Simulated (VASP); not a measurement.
The input files of a VASP run:

POSCAR:
```
PbS
1
    0.0000000000     2.9590222222     2.9590222222
    2.9590222222     0.0000000000     2.9590222222
    2.9590222222     2.9590222222     0.0000000000
Pb S
1 1
Direct
  0.0000000000   0.0000000000   0.0000000000
  0.5000000000   0.5000000000   0.5000000000
```

### KPOINTS
```
Automatic
0
gamma
 8 8 8
```

### INCAR
```
SYSTEM = PbS
PREC = Accurate; ENCUT = 520; LREAL = .FALSE.
LASPH = .TRUE.
EDIFF = 1E-7; NELM = 100; ALGO = Normal
LMAXMIX = 4
ISMEAR = 0; SIGMA = 0.05
GGA = CX; LUSE_VDW = .TRUE.; AGGAC = 0.0
ISIF = 2
LWAVE = .FALSE.; LCHARG = .FALSE.
```

POTCAR, in this order: Pb_d S (PBE.64 set). Program: vasp_std.

Task: Write an equivalent input for Quantum ESPRESSO's pw.x.

Result: One equivalent input (not run):
```
&CONTROL
  calculation = 'scf'
  pseudo_dir = './pseudo'
  outdir = './out'
  tprnfor = .true.
  tstress = .true.
/
&SYSTEM
  ibrav = 0
  nat = 2
  ntyp = 2
  ecutwfc = 62.5
  occupations = 'smearing'
  smearing = 'gaussian'
  degauss = 0.003675
  input_dft = 'vdw-df-cx'
/
&ELECTRONS
  conv_thr = 7.3e-09
  electron_maxstep = 100
/
ATOMIC_SPECIES
  Pb 207.200 Pb.upf
  S 32.060 S.upf
CELL_PARAMETERS angstrom
     0.0000000    2.9590222    2.9590222
     2.9590222    0.0000000    2.9590222
     2.9590222    2.9590222    0.0000000
ATOMIC_POSITIONS crystal
  Pb   0.0000000  0.0000000  0.0000000
  S    0.5000000  0.5000000  0.5000000
K_POINTS automatic
  8 8 8 0 0 0
```
What does not carry over: the potentials are each code's own (VASP's PAW set, PseudoDojo norm-conserving files in pw.x), so ENCUT and ecutwfc are chosen apart and not converted; conv_thr bounds pw.x's estimated SCF error, while EDIFF bounds the energy change between steps.

The compound is PbS in the rock salt structure. It was relaxed first.
